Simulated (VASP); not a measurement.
The input files of a VASP run:

**INCAR**
```
ISIF = 2   ! forces and stress, cell fixed
LORBIT = 11   ! lm-projected
LREAL = .FALSE.
EDIFF = 1E-7
LASPH = .TRUE.   ! aspherical one-centre terms
ENCUT = 520   ! plane-wave cut-off (eV)
NELM = 100   ! most electronic steps
PREC = Accurate
ALGO = Normal   ! blocked Davidson
NEDOS = 601   ! DOS grid
SYSTEM = HfSiO4
LWAVE = .FALSE.
ISMEAR = -5   ! tetrahedra, Bloechl
GGA = PS   ! PBEsol
LMAXMIX = 6   ! l cut-off of mixed one-centre charges
LCHARG = .TRUE.
LEFG = .TRUE.
```

**POSCAR**
```
HfSiO4
1
   -3.2806300758     3.2806300758     2.9804911333
    3.2806300758    -3.2806300758     2.9804911333
    3.2806300758     3.2806300758    -2.9804911333
Hf Si O
2 2 8
Direct
  0.0000000000   0.0000000000   0.0000000000
  0.7500000000   0.2500000000   0.5000000000
  0.2500000000   0.7500000000   0.5000000000
  0.5000000000   0.5000000000   0.0000000000
  0.1321230972   0.3174298213   0.8146932759
  0.0674298213   0.7527365455   0.6853067241
  0.5027365455   0.3174298213   0.1853067241
  0.0674298213   0.3821230972   0.3146932759
  0.6178769028   0.9325701787   0.6853067241
  0.6825701787   0.8678769028   0.1853067241
  0.2472634545   0.9325701787   0.3146932759
  0.6825701787   0.4972634545   0.8146932759
```

File KPOINTS:
```
Automatic
0
Gamma
6 6 6
```

POTCAR, in this order: Hf_pv Si O (PBE.64 set). Program: vasp_std.

Question: Write an equivalent input for Quantum ESPRESSO's pw.x.

Answer: One equivalent input (not run):
```
&CONTROL
  calculation = 'scf'
  pseudo_dir = './pseudo'
  outdir = './out'
  tprnfor = .true.
  tstress = .true.
/
&SYSTEM
  ibrav = 0
  nat = 12
  ntyp = 3
  ecutwfc = 84
  occupations = 'tetrahedra'
  input_dft = 'pbesol'
/
&ELECTRONS
  conv_thr = 7.3e-09
  electron_maxstep = 100
/
ATOMIC_SPECIES
  Hf 178.490 Hf.upf
  Si 28.085 Si.upf
  O 15.999 O.upf
CELL_PARAMETERS angstrom
    -3.2806301    3.2806301    2.9804911
     3.2806301   -3.2806301    2.9804911
     3.2806301    3.2806301   -2.9804911
ATOMIC_POSITIONS crystal
  Hf   0.0000000  0.0000000  0.0000000
  Hf   0.7500000  0.2500000  0.5000000
  Si   0.2500000  0.7500000  0.5000000
  Si   0.5000000  0.5000000  0.0000000
  O    0.1321231  0.3174298  0.8146933
  O    0.0674298  0.7527365  0.6853067
  O    0.5027365  0.3174298  0.1853067
  O    0.0674298  0.3821231  0.3146933
  O    0.6178769  0.9325702  0.6853067
  O    0.6825702  0.8678769  0.1853067
  O    0.2472635  0.9325702  0.3146933
  O    0.6825702  0.4972635  0.8146933
K_POINTS automatic
  6 6 6 0 0 0
```
Limits of the translation: the potentials are each code's own (VASP's PAW set, PseudoDojo norm-conserving files in pw.x), so ENCUT and ecutwfc are chosen apart and not converted; conv_thr bounds pw.x's estimated SCF error, while EDIFF bounds the energy change between steps; the field gradients of LEFG aren't asked of the other code.

The structure comes from a computed database's HfSiO4 entry (I4_1/amd); how it stands against other phases isn't given here. It was relaxed first.
